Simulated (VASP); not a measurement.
PbTe (rock salt) relaxed at rising pressure, in one space group throughout; other phases were not tried. The pressures are those reached. Method: LDA (Ceperley-Alder, Perdew-Zunger), VASP's LDA PAW potentials (set 64) (plane waves; VASP).

| P (GPa) | V (Å³/atom) | k-mesh |
|---|---|---|
| -0.02 | 32.510 | 7×7×7 |
| 4.94 | 29.881 | 7×7×7 |
| 10.03 | 28.078 | 8×8×8 |
| 20.00 | 25.589 | 8×8×8 |
| 29.90 | 23.910 | 8×8×8 |

A change of mesh leaves a small step in the series.

**Question.** Fit an equation of state and predict the volume at 45.10 GPa.

**Answer.** Least squares on the third-order Birch-Murnaghan form, P = (3B0/2)(y⁷ − y⁵)[1 + (3/4)(B′ − 4)(y² − 1)] with y = (V0/V)^(1/3), gives V0 = 32.489 Å³/atom, B0 = 50 GPa and B′ = 4.4, and so 22.066 Å³/atom. The run gave 22.064 Å³/atom, -0.0 % from the fit.

Pressures at which the relaxation failed are left out.

The compound is PbTe in the rock salt structure.
